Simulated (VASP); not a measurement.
Consider the following.

```
CELL_PARAMETERS angstrom
      1.60520    -2.78029     0.00000
      1.60520     2.78029     0.00000
      0.00000     0.00000     5.11355
ATOMIC_POSITIONS crystal
  Mg 0.33333 0.66667 0.25000
  Mg 0.66667 0.33333 0.75000
```

All values below come from PBE GGA, VASP's PBE PAW potentials (set 64) (plane waves; VASP). Settings: 480 eV cut-off, 12×12×8 Γ-centred mesh, first-order Methfessel-Paxton smearing of 0.10 eV, potentials Mg.

Energy and stress use the plane-wave basis of the starting cell.

The ions, cell shape and volume at an external pressure of 15.0 GPa are relaxed. Give the cell that the relaxation ends in.

```
CELL_PARAMETERS angstrom
      1.47599    -2.55649     0.00000
      1.47599     2.55649     0.00000
      0.00000     0.00000     4.71990
ATOMIC_POSITIONS crystal
  Mg 0.33333 0.66667 0.25000
  Mg 0.66667 0.33333 0.75000
```
Space group P6_3/mmc (194), at a tolerance of 0.03 Å.

How do energy and volume change from the first to the last step?

The energy (σ→0) changes by +191.2 meV/atom and the volume by -22.0 %, in 8 ionic steps.

```json
[
 {"step": "1", "E(σ→0) (eV)": "-3.0115", "max force (eV/Å)": "0.000", "pressure (GPa)": "0.04", "volume (Å³)": "45.64"},
 {"step": "2", "E(σ→0) (eV)": "-2.3198", "max force (eV/Å)": "0.000", "pressure (GPa)": "22.83", "volume (Å³)": "32.97"},
 {"step": "3", "E(σ→0) (eV)": "-2.6248", "max force (eV/Å)": "0.000", "pressure (GPa)": "15.06", "volume (Å³)": "35.57"},
 {"step": "4", "E(σ→0) (eV)": "-2.6420", "max force (eV/Å)": "0.000", "pressure (GPa)": "14.60", "volume (Å³)": "35.76"},
 {"step": "5", "E(σ→0) (eV)": "-2.6415", "max force (eV/Å)": "0.000", "pressure (GPa)": "14.61", "volume (Å³)": "35.75"},
 {"step": "6", "E(σ→0) (eV)": "-2.6410", "max force (eV/Å)": "0.000", "pressure (GPa)": "14.62", "volume (Å³)": "35.75"},
 {"step": "7", "E(σ→0) (eV)": "-2.6363", "max force (eV/Å)": "0.000", "pressure (GPa)": "14.75", "volume (Å³)": "35.70"},
 {"step": "8", "E(σ→0) (eV)": "-2.6291", "max force (eV/Å)": "0.000", "pressure (GPa)": "14.94", "volume (Å³)": "35.62"}
]
```

The compound is Mg in the hcp structure. This run relaxes it under an external pressure of 15 GPa. Symmetry was kept, so distortions that lower it aren't found.
